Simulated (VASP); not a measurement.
Output of a VASP run:

OSZICAR:
```
       N       E                     dE             d eps       ncg     rms          rms(c)
DAV:   1     0.274418379945E+02    0.27442E+02   -0.28269E+03   960   0.553E+02
DAV:   2    -0.404662384022E+00   -0.27847E+02   -0.27691E+02   920   0.165E+02
DAV:   3    -0.103308269033E+01   -0.62842E+00   -0.62768E+00  1464   0.217E+01
DAV:   4    -0.104436086593E+01   -0.11278E-01   -0.11266E-01  1312   0.211E+00
DAV:   5    -0.104449694782E+01   -0.13608E-03   -0.13608E-03  1528   0.179E-01    0.202E+00
DAV:   6    -0.104459293884E+01   -0.95991E-04   -0.10813E-03  1456   0.235E-01    0.123E+00
DAV:   7    -0.104495734834E+01   -0.36441E-03   -0.25434E-03  1392   0.368E-01    0.473E-02
DAV:   8    -0.104504199516E+01   -0.84647E-04   -0.12135E-04  1312   0.139E-01    0.136E-02
DAV:   9    -0.104504404891E+01   -0.20537E-05   -0.62609E-06  1536   0.193E-02    0.518E-03
DAV:  10    -0.104504382806E+01    0.22084E-06   -0.23230E-06  1408   0.124E-02
   1 F= -.10450438E+01 E0= -.10434633E+01  d E =-.316096E-02
```

File OUTCAR:
```
------------------------ aborting loop because EDIFF is reached ----------------------------------------
  FORCE on cell =-STRESS in cart. coord.  units (eV):
  Direction    XX          YY          ZZ          XY          YZ          ZX
  --------------------------------------------------------------------------------------
  Total       -0.1715733     -0.1715733     -0.1715733      0.0000000     -0.0000000      0.0000000
  in kB       -3.4774735     -3.4774735     -3.4774735      0.0000000     -0.0000000      0.0000000
  external PRESSURE =      -3.4774735 kB  Pullay stress =       0.0000000 kB
  volume of cell :       79.05
      direct lattice vectors                 reciprocal lattice vectors
    -2.703619000  2.703619000  2.703619000     0.000000000  0.184937301  0.184937301
     2.703619000 -2.703619000  2.703619000     0.184937301  0.000000000  0.184937301
     2.703619000  2.703619000 -2.703619000     0.184937301  0.184937301  0.000000000
 POSITION                                       TOTAL-FORCE (eV/Angst)
 -----------------------------------------------------------------------------------
      0.00000      0.00000      0.00000         0.000000      0.000000     -0.000000
 -----------------------------------------------------------------------------------
    total drift:                               -0.000000     -0.000000     -0.000000
  FREE ENERGIE OF THE ION-ELECTRON SYSTEM (eV)
  ---------------------------------------------------
  free  energy   TOTEN  =        -1.0450438281 eV

  energy  without entropy=       -1.0418828711  energy(sigma->0) =       -1.04346335
```
(Selected blocks of OUTCAR.)

File POSCAR:
```
K
1
   -2.7036190000     2.7036190000     2.7036190000
    2.7036190000    -2.7036190000     2.7036190000
    2.7036190000     2.7036190000    -2.7036190000
K
1
Direct
  0.0000000000   0.0000000000   0.0000000000
```

Problem. Reconstruct the remaining input files.

Solution. One answer among several that fit: the input of the run itself, PBE GGA, plane waves, VASP's PBE PAW potentials (set 64).

**KPOINTS**
```
Automatic mesh
0
Gamma
11 11 11
0 0 0
```

**INCAR**
```
PREC  =  Accurate
NELM  =  100   # most electronic steps
SIGMA  =  0.1
EDIFF  =  1E-6   # SCF stop (eV)
ALGO  =  Normal   # blocked Davidson
LWAVE  =  .FALSE.
ISMEAR  =  0   # Gaussian
LCHARG  =  .FALSE.
ENCUT  =  300   # plane-wave cut-off (eV)
LREAL  =  .FALSE.
GGA  =  PE   # PBE
SYSTEM  =  K
LASPH  =  .TRUE.
ISIF  =  2
```

POTCAR, in this order: K_sv (PBE.64 set). Program: vasp_std.

At this cut-off the stress carries a Pulay error, which pulls relaxed volumes low.

The structure comes from a computed database's K entry; how it stands against other phases isn't given here. The cell was not relaxed at this level, and its volume differs by -5.9 % from the start's.
